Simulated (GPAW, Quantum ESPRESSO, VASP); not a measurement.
## Code comparison for Cu4MgSn (F-43m, 6 atoms in the cell)

Self-consistent single point.

```
Cu4MgSn
1.0
    0.00000     3.45038     3.45038
    3.45038     0.00000     3.45038
    3.45038     3.45038     0.00000
Mg Cu Sn
1 4 1
Direct
  0.75000   0.75000   0.75000
  0.87350   0.37550   0.37550
  0.37550   0.37550   0.87350
  0.37550   0.87350   0.37550
  0.37550   0.37550   0.37550
  0.00000   0.00000   0.00000
```

All programs got the same cell, k-point mesh and kind of occupations (in VASP's words: KPOINTS grid = 9 9 9; KPOINTS shift = 0 0 0; ISMEAR = -1; SIGMA = 0.1 eV); potentials, basis and cutoffs are each program's usual ones.

| code | model | pressure (GPa) | largest force (eV/Å) | cutoff |
|---|---|---|---|---|
| VASP | PBEsol, VASP's PBE PAW potentials (set 64) | 2.01 | 0.028 | 300 eV |
| GPAW | PBEsol, GPAW PAW datasets PBEsol (made by gpaw-setup) | 4.19 | 0.031 | 850 eV |
| Quantum ESPRESSO | PBEsol, GBRV 1.5 ultrasoft (PBESOL) pseudopotentials | 2.22 | 0.031 | 50 Ry |

The spread over the programs that give each value: pressure within 2.18 GPa; largest force within 0.003 eV/Å.

The starting cell comes from a database of computed structures (which also holds hypothetical and non-ambient phases and stackings), without a prior relaxation at this level. Its lattice was rescaled by a random factor within 2.5 % of one. On VASP's run: Spin polarisation is off.

Q: Why do the programs differ, and what cannot be compared?

A: Differences of this kind can come from the potentials, where these differ, and from what each basis and cutoff leave unconverged. The valence holds different numbers of electrons (VASP 60, GPAW 68, Quantum ESPRESSO 100). The zero of total energies and Fermi levels follows the potentials and each program's conventions, so they are not compared here. In the pressure, GPAW (by 1.97) lies more than 1 GPa from the median of the plane-wave programs.

VASP's run is marked for a possible Pulay error in its stress at this cutoff; no cutoff test was made.

Left out of this page: Ansatz, FLEUR and SIESTA (not drawn, or without a comparable value); ABINIT (with a known weakness of the program).
